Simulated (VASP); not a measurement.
Level of theory: PBEsol GGA, VASP's PBE PAW potentials (set 64) (plane waves; VASP).

VASP input:

INCAR:
```
SYSTEM = Ir
PREC = Accurate; ENCUT = 520; LREAL = .FALSE.
LASPH = .TRUE.
EDIFF = 1E-7; NELM = 100; ALGO = Normal
LMAXMIX = 6
ISMEAR = 1; SIGMA = 0.1
GGA = PS
ISIF = 2
LWAVE = .FALSE.; LCHARG = .FALSE.
```

**POSCAR**
```
Ir
1.8971610
  0.0000000000   0.9999997962   0.9999997962
  0.9999997962   0.0000000000   0.9999997962
  0.9999997962   0.9999997962   0.0000000000
Ir
1
Direct
  0.0000000000   0.0000000000   0.0000000000
```

### KPOINTS
```
Automatic mesh
0
Gamma
16 16 16
0 0 0
```

POTCAR, in this order: Ir (PBE.64 set). Program: vasp_std.

Unless said otherwise, spin-orbit coupling is left out, though it shifts the bands of the heavy elements here.

Q: What does the run give for the energy per atom (σ→0), pressure, band gap (on the k-mesh)?

A: 
```yaml
energy per atom (σ→0): -944.8 kJ/mol of atoms
band gap (on the k-mesh): none (metal, semimetal or under 0.01 eV)
pressure: 13.26 GPa
```

**OSZICAR**
```
...
DAV:   6    -0.989962730805E+01    0.50260E+00   -0.99589E-01  2760   0.140E+01    0.715E+00
DAV:   7    -0.979929375999E+01    0.10033E+00   -0.33008E-01  3080   0.743E+00    0.156E+00
DAV:   8    -0.979386654802E+01    0.54272E-02   -0.17580E-03  2584   0.663E-01    0.773E-01
DAV:   9    -0.979180735464E+01    0.20592E-02   -0.15151E-03  3000   0.677E-01    0.266E-02
DAV:  10    -0.979180898106E+01   -0.16264E-05   -0.56776E-06  3112   0.296E-02    0.731E-03
DAV:  11    -0.979180987653E+01   -0.89547E-06   -0.46535E-07  3264   0.578E-03    0.629E-04
DAV:  12    -0.979180984759E+01    0.28943E-07   -0.56723E-09  1600   0.832E-04
   1 F= -.97918098E+01 E0= -.97917078E+01  d E =-.306205E-03
```

The compound is Ir in the fcc structure. This cell is one point of a volume scan, at 0.97 of the reference volume.
